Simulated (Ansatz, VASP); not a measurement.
# Cross-check of Si5Ir3O16 between VASP and Ansatz, part 2 of 2

One calculation is typed for both programs; each brings its own data sets. How far apart do they land? Of the first pair: The structure shown is frame 22 of Ansatz's trajectory.

VASP 6.6.1 and Ansatz 0.2.0.

So far. Step 4 (Side by side): The forces differ by 103 meV/Å r.m.s., which is 4.1 % of the r.m.s. force of 2.520 eV/Å (both taken over all components).

## 6. VASP: single point, PBE, pair 2

Level of this step: PBE, no spin polarisation; plane waves and PAW (Si, O, Ir) (VASP).

The same cell, functional, mesh and smearing now go to VASP, with its own data sets.

Contents of INCAR:

```
SYSTEM = Si5Ir3O16
PREC = Accurate
ENCUT = 520
EDIFF = 1E-06
NELM = 120
ISMEAR = 0
SIGMA = 0.025
LREAL = Auto
ALGO = Normal
GGA = PE
NBANDS = 360
LASPH = .TRUE.
LORBIT = 11
LWAVE = .FALSE.
LCHARG = .FALSE.
ISIF = 2
GGA_COMPAT = .FALSE.
NCORE = 2
```

Contents of POSCAR:

```
Si5Ir3O16
1.0
    8.5972000000      0.0000000000      0.0000000000
    0.0000000000      8.5972000000      0.0000000000
    0.0000000000      0.0000000000     11.3936000000
Si O Ir
20 64 12
Direct
    0.9850300098      0.9895663704      0.0023258672
    0.2627018099      0.2392523147      0.1075954922
    0.9894384218      0.9849834830      0.7721264570
    0.2474991858      0.2589331410      0.8817406263
    0.9905666961      0.5060135858      0.0008513551
    0.2408342251      0.7578513935      0.1166093245
    0.0166565859      0.5175056995      0.2287863362
    0.2547457312      0.7408342251      0.3640025979
    0.0145745126      0.5301260876      0.4865450779
    0.2546759410      0.7623761225      0.8833555680
    0.4934862513      0.9978248732      0.9948479848
    0.5053854743      0.9569394687      0.2300150962
    0.5164355837      0.0032336109      0.7737765061
    0.7519773880      0.2385776765      0.8898416655
    0.7565951705      0.7438817289      0.1246313720
    0.7339947890      0.7270157726      0.3762112063
    0.4894500535      0.5187037640      0.5110851706
    0.7545014656      0.7369608710      0.6246577026
    0.5172149072      0.5033150328      0.7525716192
    0.7634578700      0.7429279300      0.8785634040
    0.1455241241      0.1498511143      0.9964980340
    0.3604080398      0.3317126506      0.9974459346
    0.0864816452      0.4182989811      0.1155824322
    0.4043874750      0.0776066626      0.1168462997
    0.1422323547      0.1559461220      0.2430487291
    0.3278625599      0.3507886289      0.2372296728
    0.1102335644      0.4402596194      0.3597370454
    0.4079816685      0.0885055599      0.3677327623
    0.1463267110      0.1366375099      0.5161230866
    0.3732029033      0.3241636812      0.5127791041
[... 60 atom lines left out ...]
    0.7460335923      0.2335993114      0.1166093245
    0.7573279672      0.2623644908      0.3798799326
    0.5010235891      0.9943818918      0.5003159669
    0.7517912809      0.2568510678      0.6405525909
    0.5025357093      0.5128530219      0.9931540514
    0.5057809519      0.5114804820      0.2572145766
```

Contents of KPOINTS:

```
Automatic mesh
0
Gamma
1 1 1
0 0 0
```

The projector-augmented-wave data sets are Si, O and Ir (PBE family, release 64).

Run with:

```bash
mpirun -np 8 vasp_gam
```

Numbers of over 12 decimals in the logs are rounded to 6 here.

What it wrote:

```text
[... set-up lines as in an earlier step ...]
 entering main loop
       N       E                     dE             d eps       ncg     rms          rms(c)
DAV:   1     0.788821668899E+04    0.78882E+04   -0.33218E+05   720   0.169E+03
DAV:   2     0.427278900486E+03   -0.74609E+04   -0.67934E+04   784   0.470E+02
DAV:   3    -0.716152786197E+03   -0.11434E+04   -0.10812E+04   848   0.208E+02
DAV:   4    -0.784970432658E+03   -0.68818E+02   -0.66974E+02   896   0.531E+01
[...]
DAV:  36    -0.682734312589E+03    0.81513E-05   -0.17480E-05   744   0.766E-03    0.604E-02
DAV:  37    -0.682734304408E+03    0.81810E-05   -0.17925E-05  1032   0.105E-02    0.150E-02
DAV:  38    -0.682734304888E+03   -0.47975E-06   -0.57571E-06   544   0.544E-03
   1 F= -.68273430E+03 E0= -.68272407E+03  d E =-.204667E-01
```

OUTCAR, selected parts (step 6):

```text
  Total      119.0270204    128.0831295    168.7846012     19.7151520      1.9986250      5.5150001
  in kB      226.4545838    243.6842635    321.1207547     37.5090170      3.8024794     10.4925508
[...]
3.43800      0.65530     10.15290        -1.571648      1.808045     -4.751308
      1.39690      5.66330      0.21890        -3.172810     -2.020893     -5.570743
      3.12430      7.19270      0.07810        -2.030459      0.844970     -2.425880
      0.84490      7.92390      1.19730         6.551747     -6.514141     -3.502559
      3.48340      5.36270      1.23980        -1.568688     -0.108481      6.106471
      1.32320      5.66380      2.83470         0.097436      0.752003     -2.063522
      2.88460      7.25840      2.66120         0.997402     -0.014097      1.967250
      0.74200      7.71960      4.09750         3.883120     -3.226091      5.055709
      3.59940      5.27900      4.42070        -3.718746      1.784142      1.756640
      1.34240      5.84420      5.53000        -2.826169     -3.307709     -2.125243
      2.95650      7.33010      5.47580        -2.225995     -2.059878      0.702030
      0.75860      7.73670      7.33590        -1.357198      1.890450      0.320866
      3.36540      4.99790      7.15580         1.637560     -0.298211      0.551017
[...]
-----------------------------------------------------------------------------------
    total drift:                               -0.018905      0.024264     -0.004574

  FREE ENERGIE OF THE ION-ELECTRON SYSTEM (eV)
  ---------------------------------------------------
  free  energy   TOTEN  =      -682.7343048879 eV

  energy  without entropy=     -682.7138381684  energy(sigma->0) =     -682.72407153

[... 1 part as in an earlier step ...]

[... 1 further part left out ...]
[key lines of the parts left out:]
E-fermi :   8.4130
```

The gap is under twice the smearing width, so the edge states are partly filled and the run can't tell a small gap from a semimetal.

## 7. Differences

What differs besides the data sets and the points named for the pairs above, as far as they apply: the data sets hold 668 valence electrons in Ansatz (on its default PAW (the set named soft_2) files) and 572 in VASP. Total energies have different zeros and are not compared.

Forces on 7 of the 96 atoms, those with the largest forces and the largest differences (eV/Å; atoms numbered as in POSCAR):

```csv
atom,"Ansatz x, y, z","VASP x, y, z"
O37,"-3.121, -1.968, -5.492","-3.173, -2.021, -5.571"
O39,"6.293, -6.301, -3.120","6.552, -6.514, -3.503"
O43,"3.671, -2.988, 4.774","3.883, -3.226, 5.056"
O58,"4.743, 4.554, 0.418","5.006, 4.817, 0.381"
Ir85,"-5.725, 4.037, 7.800","-5.977, 4.086, 8.070"
Ir94,"0.025, -2.893, -6.678","-0.076, -2.983, -7.224"
Ir96,"-4.688, -2.792, -7.392","-5.025, -2.943, -7.756"
```

The forces differ by 126 meV/Å r.m.s., which is 5.3 % of the r.m.s. force of 2.380 eV/Å (both taken over all components).

## 8. Ansatz: dynamics, PBE

One frame of this run of dynamics is then solved in both programs, so the motion causes no difference.

The structure compared here is frame 66 of Ansatz's trajectory.

Contents of input.yaml:

```yaml
crystal:
  lattice:
    - [8.5972, 0.0, 0.0]
    - [0.0, 8.5972, 0.0]
    - [0.0, 0.0, 11.3936]
  atoms:
    - { symbol: Si, position: [0.01719, 0.01725, 0.00296] }
    - { symbol: Si, position: [0.24926, 0.24691, 0.12539] }
    - { symbol: O, position: [0.14603, 0.14441, 0.98833] }
    - { symbol: O, position: [0.33607, 0.35739, 0.00614] }
    - { symbol: O, position: [0.10532, 0.40743, 0.1324] }
    - { symbol: O, position: [0.40604, 0.09796, 0.12981] }
    - { symbol: Ir, position: [0.00011, 0.00461, 0.25328] }
    - { symbol: Ir, position: [0.25423, 0.24253, 0.36568] }
    - { symbol: O, position: [0.15073, 0.15141, 0.25651] }
    - { symbol: O, position: [0.33448, 0.3353, 0.24574] }
    - { symbol: O, position: [0.08282, 0.39352, 0.36992] }
    - { symbol: O, position: [0.40767, 0.08785, 0.38141] }
    - { symbol: Ir, position: [0.98752, 0.9949, 0.50409] }
    - { symbol: Ir, position: [0.25513, 0.23625, 0.6303] }
    - { symbol: O, position: [0.14019, 0.13953, 0.5115] }
    - { symbol: O, position: [0.34552, 0.36356, 0.51181] }
    - { symbol: O, position: [0.08651, 0.41414, 0.62249] }
    - { symbol: O, position: [0.40044, 0.09557, 0.6185] }
    - { symbol: Si, position: [0.01131, 0.00894, 0.75088] }
    - { symbol: Si, position: [0.25787, 0.23022, 0.87309] }
    - { symbol: O, position: [0.15096, 0.15141, 0.74899] }
    - { symbol: O, position: [0.3373, 0.34666, 0.75523] }
    - { symbol: O, position: [0.10348, 0.38788, 0.86619] }
    - { symbol: O, position: [0.40675, 0.08402, 0.88198] }
    - { symbol: Si, position: [0.99542, 0.49066, 0.00097] }
    - { symbol: Si, position: [0.26301, 0.73461, 0.11716] }
    - { symbol: O, position: [0.15821, 0.66155, 0.00362] }
    - { symbol: O, position: [0.35145, 0.84604, 0.00416] }
    - { symbol: O, position: [0.08505, 0.91317, 0.11845] }
    - { symbol: O, position: [0.41054, 0.60271, 0.12136] }
[... 60 atom lines left out ...]
    - { symbol: Si, position: [0.48873, 0.50268, 0.74693] }
    - { symbol: Si, position: [0.74805, 0.75303, 0.87719] }
    - { symbol: O, position: [0.64937, 0.64495, 0.76037] }
    - { symbol: O, position: [0.84331, 0.84626, 0.74705] }
    - { symbol: O, position: [0.61069, 0.91303, 0.88595] }
    - { symbol: O, position: [0.91502, 0.59934, 0.8818] }
kpoints:
  mp_grid: { grid: [1, 1, 1] }
hamiltonian:
  xc: pbe
scf:
  occupations: { method: gaussian, width: 0.025 }
output:
  forces: true
md:
  timestep: 1.0
  n_steps: 66
  ensemble: nve
  temperature: 600
  initial_velocities: maxwell_boltzmann
  seed: 7572
```

Run with:

```bash
ansatz run input.yaml --threads 8 --pin off --max-ram 15872MiB --backend cpu --events-out ev --progress --plain --runs-dir out
```

What it wrote:

```text
[...]
Crystal: 96 atoms, lattice volume = 842.122 Å³
Basis set: ecut = 420 eV, 16479 PW (Γ), exchange–correlation on 120×120×160 points (8 copies of the dense FFT grid, shifted against one another)
Bands: 430, of which v1, the nominal top of the filled ones, is band 334 counted from 1 (333 counted from 0)
Symmetry: 1 space group operations
k-points: 1
[...]
atom   8  Ir     0.65306732     2.04562223    -2.25279070
[...]
atom  93  O     -2.08764858    -0.59265803    -1.10285655
  atom  94  O      2.61628977     2.31337479     0.38637363
  atom  95  O     -0.93605068    -2.61426569     0.61056430
  atom  96  O     -0.58489189     0.19791941    -1.11419151
  max |Σ_I F_I| component: 5.73e-5 eV/Å
--- MD trajectory: 66 steps, t = 0.0 → 66.0 fs ---
[...]
conserved energy: peak-to-peak 1.125e-1 eV (1.171e-3 eV/atom) over 66.0 fs
[key lines of the parts left out:]
SCF converged after 14 iterations
Free energy (F): -192247.451830 eV
Fermi energy:    12.783600 eV
```

## 9. VASP: single point, PBE, pair 3

The same cell, functional, mesh and smearing now go to VASP, with its own data sets.

INCAR is that of step 6.

Contents of POSCAR:

```
Si5Ir3O16
1.0
    8.5972000000      0.0000000000      0.0000000000
    0.0000000000      8.5972000000      0.0000000000
    0.0000000000      0.0000000000     11.3936000000
Si O Ir
20 64 12
Direct
    0.9970339180      0.9891941562      0.9887217385
    0.2533034011      0.2376238775      0.1258864626
    0.0037803006      0.9989531475      0.7636129055
    0.2374261387      0.2427534546      0.8726741328
    0.0216465826      0.5052342623      0.0017290409
    0.2746708231      0.7516517006      0.1167322005
    0.9878681431      0.5064090634      0.2372033422
    0.2419857628      0.7498604197      0.3749561157
    0.9953822175      0.5227632252      0.4902840191
    0.2470920765      0.7413809147      0.8771766606
    0.5063160099      0.9756432327      0.9970158686
    0.4904620109      0.9952775322      0.2437684314
    0.4997789978      0.9943935235      0.7564860975
    0.7490927279      0.2450565300      0.8766412723
    0.7483366678      0.7581189224      0.1218315546
    0.7426255060      0.7547108361      0.3788267097
    0.5057227935      0.4811682873      0.5050115855
    0.7452659005      0.7506862699      0.6335662126
    0.5053854743      0.4975457126      0.7498507934
    0.7574559159      0.7382752524      0.8779139166
    0.1476178291      0.1493276881      0.0002281983
    0.3492997720      0.3242334714      0.9978584468
    0.1043130322      0.4059228586      0.1243505126
    0.3859163449      0.0877494998      0.1392799466
    0.1425347788      0.1662750663      0.2241609325
    0.3491252966      0.3535686037      0.2306206993
    0.0931349742      0.4452379845      0.3605884005
    0.3880449449      0.0965663239      0.3746050414
    0.1494905318      0.1728702368      0.4988063474
    0.3749127623      0.3535569720      0.4795235922
[... 60 atom lines left out ...]
    0.7429279300      0.2344135300      0.1124139868
    0.7568510678      0.2604336296      0.3795727426
    0.5078164984      0.9756664961      0.5047921640
    0.7547689946      0.2572698088      0.6425712681
    0.5116665891      0.5128879170      0.9889148294
    0.5015935421      0.5208323640      0.2557751720
```

KPOINTS is that of step 6.

Run with:

```bash
mpirun -np 8 vasp_gam
```

What it wrote:

```text
[... set-up lines as in an earlier step ...]
 entering main loop
       N       E                     dE             d eps       ncg     rms          rms(c)
DAV:   1     0.771572153347E+04    0.77157E+04   -0.33420E+05   720   0.169E+03
DAV:   2     0.385574141523E+03   -0.73301E+04   -0.67668E+04   760   0.466E+02
DAV:   3    -0.734681226159E+03   -0.11203E+04   -0.10452E+04   888   0.201E+02
DAV:   4    -0.797328530443E+03   -0.62647E+02   -0.61184E+02   872   0.508E+01
[...]
DAV:  32    -0.682053048477E+03    0.30518E-05   -0.38991E-05  1056   0.230E-02    0.453E-02
DAV:  33    -0.682053043643E+03    0.48340E-05   -0.13791E-05   528   0.830E-03    0.169E-02
DAV:  34    -0.682053042659E+03    0.98393E-06   -0.15069E-06   416   0.355E-03
   1 F= -.68205304E+03 E0= -.68204069E+03  d E =-.247007E-01
```

Parts of OUTCAR (step 9):

```text
  Total      101.3650419    123.2340583     87.1301045     13.0250896     -3.2258040      4.9621886
  in kB      192.8518272    234.4586741    165.7691799     24.7808543     -6.1372460      9.4408004
  external PRESSURE =     197.6932271 kB  Pullay stress =       0.0000000 kB

 POSITION                                       TOTAL-FORCE (eV/Angst)
 -----------------------------------------------------------------------------------
      8.57170      8.50430     11.26510         1.156136     -0.346381      0.180358
      2.17770      2.04290      1.43430         1.543545      2.919643     -5.793472
      0.03250      8.58820      8.70030        -4.014746      0.153717     -0.543793
      2.04120      2.08700      9.94290         2.247361      0.729224      3.641287
      0.18610      4.34360      0.01970        -0.954074     -0.762080      1.338672
      2.36140      6.46210      1.33000        -2.469579      0.817174      1.978912
      8.49290      4.35370      2.70260         4.816708      3.784896      0.188173
      2.08040      6.44670      4.27210         0.525553     -2.266112     -2.188047
      8.55750      4.49430      5.58610        -1.159868      0.139666      0.216777
      2.12430      6.37380      9.99420         0.714476      4.523932     -0.338976
      4.35290      8.38780     11.35960         0.384153      2.006596     -0.242127
      4.21660      8.55660      2.77740        -1.648344     -2.433526      1.256695
[...]
3.25420      0.80830      9.73500         0.807096      0.523804      2.362550
[...]
-----------------------------------------------------------------------------------
    total drift:                               -0.007350      0.008290      0.002478

  FREE ENERGIE OF THE ION-ELECTRON SYSTEM (eV)
  ---------------------------------------------------
  free  energy   TOTEN  =      -682.0530426593 eV

  energy  without entropy=     -682.0283419424  energy(sigma->0) =     -682.04069230

[... 2 parts as in an earlier step ...]

[... 1 further part left out ...]
[key lines of the parts left out:]
E-fermi :   7.6946
```

The run ends at a pressure of 19.77 GPa, with forces up to 8.6 eV/Å.

## 10. Differences

What differs besides the data sets and the points named for the pairs above, as far as they apply: the data sets hold 668 valence electrons in Ansatz (on its default PAW (the set named soft_2) files) and 572 in VASP. Total energies have different zeros and are not compared.

Forces on 8 of the 96 atoms, those with the largest forces and the largest differences (eV/Å; atoms numbered as in POSCAR):

```csv
atom,"Ansatz x, y, z","VASP x, y, z"
Si2,"1.527, 2.889, -5.774","1.544, 2.920, -5.793"
O40,"-0.376, 2.074, -6.161","-0.613, 2.235, -6.426"
O52,"5.913, -3.813, 1.301","5.960, -3.846, 1.238"
O57,"5.979, 6.071, -0.343","6.012, 6.103, -0.329"
O58,"-5.379, -5.849, 0.909","-5.394, -5.873, 0.890"
Ir85,"2.470, -1.576, 4.603","2.771, -1.633, 4.790"
Ir95,"-4.334, -4.357, 0.658","-4.519, -4.431, 0.522"
Ir96,"1.520, -4.508, 3.264","1.633, -4.688, 3.598"
```

The forces differ by 93 meV/Å r.m.s., which is 4.3 % of the r.m.s. force of 2.180 eV/Å (both taken over all components).

## 11. Outcome

```
r.m.s. force difference (single point, PBE, pair 1) : 4.1 % of the r.m.s. force
r.m.s. force difference (single point, PBE, pair 2) : 5.3 % of the r.m.s. force
r.m.s. force difference (single point, PBE, pair 3) : 4.3 % of the r.m.s. force
```

**Reading.** The r.m.s. force difference is 5.3 % of the r.m.s. force (single point, PBE, pair 2), beyond the 3 % picked in this series as the mark of a large difference. The data sets hold unlike numbers of valence electrons (668 in Ansatz and 572 in VASP), so part of the differences comes from the potentials. What causes the difference of the single point, PBE, pair 1 pair stays open here. What causes the difference of the single point, PBE, pair 2 pair stays open here. What causes the difference of the single point, PBE, pair 3 pair stays open here. Such differences can come from data sets, numerical settings and the points named under the comparisons, not from the functional's error against experiment.

[Lines on the potential files, build, host, timing and source positions are cut from VASP's logs without a mark.]

[Logs are printed without paths, hosts, clocks, repeated set-up lines and the standing remarks that a program may print on its own settings, such as how far it seeks lower states.]

[Hosts, paths, dates, database ids (printed as entryN), source tags and the programs' standing remarks are cut or masked in the printed files.]
